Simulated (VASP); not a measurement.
An input for Ansatz (written as the equivalent of a VASP run, and not itself run):

Ansatz 0.2 input:
```yaml
crystal:
  lattice:
    - [-3.2638860, 3.2638860, 2.5737850]
    - [3.2638860, -3.2638860, 2.5737850]
    - [3.2638860, 3.2638860, -2.5737850]
  atoms:
    - { symbol: Hf, position: [0.8459650, 0.6460120, 0.4945290] }
    - { symbol: Hf, position: [0.1494380, 0.3387510, 0.4933320] }
    - { symbol: Hf, position: [0.6689940, 0.1727830, 0.8239700] }
    - { symbol: Hf, position: [0.3441860, 0.8496140, 0.1861540] }
    - { symbol: Si, position: [0.7426920, 0.7470400, -0.0034170] }
    - { symbol: Si, position: [0.2487250, 0.2458000, 0.0054310] }
kpoints:
  mp_grid: { grid: [6, 6, 6] }
hamiltonian:
  xc: lda
  pseudopotentials: { kind: paw }
scf:
  occupations: { method: fermi_dirac, width: 0.05 }
  max_iter: 100
output: { forces: true, stress: true, eigenvalues: true }
```

Task: Translate this input to VASP (INCAR, KPOINTS, POSCAR, choice of POTCAR).

Result: This is not unique; one that fits is 
File KPOINTS:
```
Automatic mesh
0
Gamma
6 6 6
0 0 0
```

**POSCAR**
```
Hf2Si
1
   -3.2638860000     3.2638860000     2.5737850000
    3.2638860000    -3.2638860000     2.5737850000
    3.2638860000     3.2638860000    -2.5737850000
Hf Si
4 2
Direct
  0.8459650000   0.6460120000   0.4945290000
  0.1494380000   0.3387510000   0.4933320000
  0.6689940000   0.1727830000   0.8239700000
  0.3441860000   0.8496140000   0.1861540000
  0.7426920000   0.7470400000  -0.0034170000
  0.2487250000   0.2458000000   0.0054310000
```

**INCAR**
```
SYSTEM = Hf2Si
PREC = Accurate; ENCUT = 300; LREAL = .FALSE.
LASPH = .TRUE.
EDIFF = 1E-6; NELM = 100; ALGO = Normal
LMAXMIX = 6
ISMEAR = -1; SIGMA = 0.05
ISIF = 2
LWAVE = .FALSE.; LCHARG = .FALSE.
```

POTCAR, in this order: Hf_pv Si (LDA.64 set). Program: vasp_std.

What does not carry over: each code has its own PAW files, so the cut-off isn't converted (ENCUT is set for VASP's; basis.ecutwfc is left out, and Ansatz then takes the one that its files recommend); Ansatz stops its SCF on the density residual and VASP on the energy change (EDIFF); Ansatz's lda is the Perdew-Wang form, while the LDA potentials of VASP carry Perdew-Zunger's.

The structure comes from a computed database's Hf2Si entry (I4/mcm); how it stands against other phases isn't given here. The cell was not relaxed at this level, atoms are displaced from their ideal sites.
